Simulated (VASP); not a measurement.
```yaml
crystal:
  lattice:
    - [0.00104, 4.49195, 4.49325]
    - [4.49195, 0.00104, 4.49325]
    - [2.24649, 2.24649, 0.00000]
  atoms:
    - { symbol: Zr, position: [0.00000, 0.00000, 0.00000] }
    - { symbol: N, position: [0.24903, 0.24903, 0.50193] }
    - { symbol: N, position: [0.24899, 0.75101, 0.50000] }
    - { symbol: N, position: [0.75101, 0.24899, 0.50000] }
    - { symbol: N, position: [0.75097, 0.75097, 0.49807] }
    - { symbol: Sc, position: [0.00000, 0.50000, 0.00000] }
    - { symbol: Sc, position: [0.50000, 0.00000, 0.00000] }
    - { symbol: Sc, position: [0.50000, 0.50000, 0.00000] }
```

Level of theory: PBEsol GGA, VASP's PBE PAW potentials (set 64) (plane waves; VASP). Run with 520 eV cut-off, Gaussian smearing of 0.050 eV, potentials Zr_sv N Sc_sv.

Problem. Give the energies of bands 25 to 38 at the high-symmetry points, in eV from the Fermi level.

Solution. 
```json
[
 {"band": "25", "Γ": "-4.17", "Y": "-4.40", "C0": "-4.19", "Z": "-4.20", "A0": "-4.21", "T": "-4.16", "S": "-4.21", "R": "-4.38"},
 {"band": "26", "Γ": "-4.03", "Y": "-4.06", "C0": "-4.11", "Z": "-4.16", "A0": "-4.21", "T": "-4.15", "S": "-3.91", "R": "-4.15"},
 {"band": "27", "Γ": "-4.00", "Y": "-3.69", "C0": "-3.47", "Z": "-4.13", "A0": "-4.04", "T": "-4.04", "S": "-3.76", "R": "-3.79"},
 {"band": "28", "Γ": "-2.26", "Y": "-3.40", "C0": "-3.12", "Z": "-3.83", "A0": "-3.94", "T": "-4.02", "S": "-3.29", "R": "-3.74"},
 {"band": "29", "Γ": "-2.25", "Y": "-2.33", "C0": "-3.12", "Z": "-3.83", "A0": "-2.96", "T": "-2.43", "S": "-3.24", "R": "-3.65"},
 {"band": "30", "Γ": "-1.81", "Y": "-2.32", "C0": "-2.80", "Z": "-3.74", "A0": "-2.58", "T": "-2.24", "S": "-3.16", "R": "-3.38"},
 {"band": "31", "Γ": "-1.42", "Y": "-2.26", "C0": "-2.74", "Z": "-3.67", "A0": "-2.57", "T": "-2.24", "S": "-3.01", "R": "-3.28"},
 {"band": "32", "Γ": "-1.41", "Y": "-2.20", "C0": "-2.60", "Z": "-3.40", "A0": "-2.57", "T": "-2.04", "S": "-2.98", "R": "-3.10"},
 {"band": "33", "Γ": "-1.40", "Y": "-1.01", "C0": "-0.21", "Z": "2.20", "A0": "-0.99", "T": "-1.76", "S": "0.67", "R": "0.74"},
 {"band": "34", "Γ": "1.00", "Y": "-0.19", "C0": "0.48", "Z": "2.26", "A0": "-0.97", "T": "-1.73", "S": "1.08", "R": "0.84"},
 {"band": "35", "Γ": "1.03", "Y": "2.76", "C0": "2.10", "Z": "2.34", "A0": "3.24", "T": "3.69", "S": "1.98", "R": "1.06"},
 {"band": "36", "Γ": "1.07", "Y": "2.85", "C0": "2.24", "Z": "2.35", "A0": "3.24", "T": "3.73", "S": "2.01", "R": "1.09"},
 {"band": "37", "Γ": "2.55", "Y": "2.92", "C0": "2.44", "Z": "2.83", "A0": "3.57", "T": "3.77", "S": "2.10", "R": "4.08"},
 {"band": "38", "Γ": "2.56", "Y": "2.93", "C0": "3.37", "Z": "2.87", "A0": "3.61", "T": "3.79", "S": "2.18", "R": "4.11"}
]
```

It has no gap at this level: it comes out as a metal or semimetal.

The structure was generated: Sc3ZrN4 was put into an ordered model structure (Cmmm), which need not be its known phase. It was relaxed first. The electron count is odd and the run is not spin-polarised, which forces a metal.
